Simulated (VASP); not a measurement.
A convergence study with VASP on CeO₂ (fluorite): one setting is varied, all else stays as given below, so the limit is that of these other settings.

```
CELL_PARAMETERS angstrom
      0.00000     2.70500     2.70500
      2.70500     0.00000     2.70500
      2.70500     2.70500     0.00000
ATOMIC_POSITIONS crystal
  Ce 0.00000 0.00000 0.00000
  O  0.25000 0.25000 0.25000
  O  0.75000 0.75000 0.75000
```

Computed with PBE GGA, VASP's PBE PAW potentials (set 64) (plane waves; VASP). The tightest run used: 700 eV cut-off, 12×12×12 Monkhorst-Pack mesh, Gaussian smearing of 0.050 eV, potentials Ce O.

| setting | E (eV/atom) | pressure (GPa) | irreducible k-points |
|---|---|---|---|
| 1×1×1 mesh | -10.4787 | -38.88 | 1 |
| 2×2×2 mesh | -8.7384 | 5.33 | 2 |
| 3×3×3 mesh | -8.7378 | 5.36 | 4 |

Problem. These are the cheaper rows. Estimate the results at 12×12×12 mesh, and how far the last row shown lies from them.

Solution. 
| quantity | tightest run | last row shown is off by |
|---|---|---|
| E (eV/atom) | -8.7395 | 0.0017 |
| pressure (GPa) | 5.37 | -0.01 |

Left out are rungs that failed or repeat a setting and relaxations that didn't move; long series are thinned to 24 rows.

The compound is CeO2 in the fluorite structure. The cell was not relaxed at this level. The run is not spin-polarised, so no magnetic state was tried.
